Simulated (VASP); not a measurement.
Input:

```
CELL_PARAMETERS angstrom
      6.22944     0.00000     0.00000
      0.00000     6.22944     0.00000
      0.00000     0.00000     6.22944
ATOMIC_POSITIONS crystal
  Mg 0.00000 0.00000 0.00000
  Mg 0.50000 0.50000 0.00000
  Mg 0.50000 0.00000 0.50000
  Te 0.22928 0.27072 0.27072
  Te 0.77072 0.72928 0.27072
  Te 0.77072 0.27072 0.72928
  Te 0.22928 0.72928 0.72928
  Be 0.00000 0.50000 0.50000
```

Method: PBEsol GGA, VASP's PBE PAW potentials (set 64) (plane waves; VASP). Run with 400 eV cut-off, 4×4×4 Γ-centred mesh, tetrahedra with Blöchl corrections, potentials Mg Te Be.

**Question.** The job: BeMg3Te4 (ordered alloy cell), 8 atoms, PBEsol, static run, 400 eV, 4×4×4 Γ-centred mesh. Roughly how much core time does it take on a busy server core?

**Answer.** About 70 core-seconds (one run on a shared machine, a rough figure). It had 10 irreducible k-points, 21 bands, up to 4428 plane waves and 15 electronic steps.

The structure was generated: BeMg3Te4 was put into an ordered model structure (P-43m), which need not be its known phase. It was relaxed first.
